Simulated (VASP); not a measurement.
Consider the following.

```xyz
4
Lattice="4.0335 0.0000 0.0000 0.0000 4.0335 0.0000 0.0000 0.0000 4.0335" Properties=species:S:1:pos:R:3 pbc="T T T"
Sc     0.0000     0.0000     0.0000
Al     2.0167     0.0000     2.0167
Al     0.0000     2.0167     2.0167
Al     2.0167     2.0167     0.0000
```

Calculation: LDA (Ceperley-Alder, Perdew-Zunger), VASP's LDA PAW potentials (set 64) (plane waves; VASP). Settings: 400 eV cut-off, Gaussian smearing of 0.050 eV, potentials Sc_sv Al.

Task: What does the run give for the band gap (along the path) with the smallest direct gap where there is one?

Result: 
```yaml
band gap (along the path): none (metal, semimetal or under 0.01 eV)
```

Total energies compare only between runs with the same potentials, cut-off and functional.

The structure comes from a computed database's ScAl3 entry (Pm-3m); how it stands against other phases isn't given here. It was relaxed first.
